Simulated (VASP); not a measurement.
Computed with optB86b-vdW, VASP's PBE PAW potentials (set 64) (plane waves; VASP 6.6.1).

VASP input:

### INCAR
```
! general
SYSTEM  =Sr
PREC    =Accurate
ENCUT   =520
LREAL   =.False.
LASPH   =.True.

! electronic loop
EDIFF   =1E-7
NELM    =100
ALGO    =Normal
LMAXMIX =4

! smearing
ISMEAR  =-5

! functional
GGA     =MK
LUSE_VDW=.True.
AGGAC   =0.0
PARAM1  =0.1234
PARAM2  =1.0

! ions
ISIF    =2

! output
LWAVE   =.False.
LCHARG  =.True.
LORBIT  =11
NEDOS   =601
```

File KPOINTS:
```
Automatic mesh
0
Gamma
9 9 9
0 0 0
```

File POSCAR:
```
Sr
1
    0.0000000000     2.9588905669     2.9588905669
    2.9588905669    -0.0000000000     2.9588905669
    2.9588905669     2.9588905669     0.0000000000
Sr
1
Direct
  1.0000000000   1.0000000000   1.0000000000
```

POTCAR, in this order: Sr_sv (PBE.64 set). Program: vasp_std.

Output of the run:

### OSZICAR
```
       N       E                     dE             d eps       ncg     rms          rms(c)
DAV:   1     0.385278791880E+02    0.38528E+02   -0.50413E+03   630   0.968E+02
DAV:   2     0.214522868214E+01   -0.36383E+02   -0.36054E+02   759   0.165E+02
DAV:   3     0.671826586797E+00   -0.14734E+01   -0.14769E+01   871   0.275E+01
DAV:   4     0.607217477372E+00   -0.64609E-01   -0.64591E-01  1003   0.479E+00
DAV:   5     0.606331015574E+00   -0.88646E-03   -0.88624E-03   845   0.496E-01    0.120E+01
DAV:   6     0.606634800623E+00    0.30379E-03   -0.64691E-03   786   0.998E-01    0.682E+00
DAV:   7     0.606117866290E+00   -0.51693E-03   -0.10670E-02   689   0.127E+00    0.268E-01
DAV:   8     0.605940802560E+00   -0.17706E-03   -0.18749E-03   982   0.267E-01    0.135E-01
DAV:   9     0.605924699310E+00   -0.16103E-04   -0.24627E-05   895   0.493E-02    0.407E-02
DAV:  10     0.605900027801E+00   -0.24672E-04   -0.30033E-05   695   0.478E-02    0.455E-02
DAV:  11     0.605900344432E+00    0.31663E-06   -0.76155E-07   976   0.861E-03    0.161E-02
DAV:  12     0.605900790180E+00    0.44575E-06   -0.71219E-07   764   0.695E-03    0.340E-03
DAV:  13     0.605900626223E+00   -0.16396E-06   -0.54584E-08   446   0.229E-03    0.389E-04
DAV:  14     0.605900621253E+00   -0.49695E-08   -0.57799E-09   373   0.597E-04
   1 F= 0.60590062E+00 E0= 0.60590062E+00  d E =0.000000E+00
```

**OUTCAR**
```
------------------------ aborting loop because EDIFF is reached ----------------------------------------
  FORCE on cell =-STRESS in cart. coord.  units (eV):
  Direction    XX          YY          ZZ          XY          YZ          ZX
  --------------------------------------------------------------------------------------
  Total        0.0222688      0.0222688      0.0222688      0.0000000      0.0000000     -0.0000000
  in kB        0.6886371      0.6886371      0.6886371      0.0000000      0.0000000     -0.0000000
  external PRESSURE =       0.6886371 kB  Pullay stress =       0.0000000 kB
  volume of cell :       51.81
      direct lattice vectors                 reciprocal lattice vectors
     0.000000000  2.958890567  2.958890567    -0.168982255  0.168982255  0.168982255
     2.958890567  0.000000000  2.958890567     0.168982255 -0.168982255  0.168982255
     2.958890567  2.958890567  0.000000000     0.168982255  0.168982255 -0.168982255
 POSITION                                       TOTAL-FORCE (eV/Angst)
 -----------------------------------------------------------------------------------
      0.00000      0.00000      0.00000         0.000000      0.000000      0.000000
 -----------------------------------------------------------------------------------
    total drift:                                0.000000      0.000000     -0.000000
  FREE ENERGIE OF THE ION-ELECTRON SYSTEM (eV)
  ---------------------------------------------------
  free  energy   TOTEN  =         0.6059006213 eV

  energy  without entropy=        0.6059006213  energy(sigma->0) =        0.60590062

 total charge

# of ion       s       p       d       tot
------------------------------------------
    1        2.067   5.686   0.148   7.901
```
(Selected blocks of OUTCAR.)

The compound is Sr in the fcc structure. It was relaxed first, which changed the volume by -8 %.
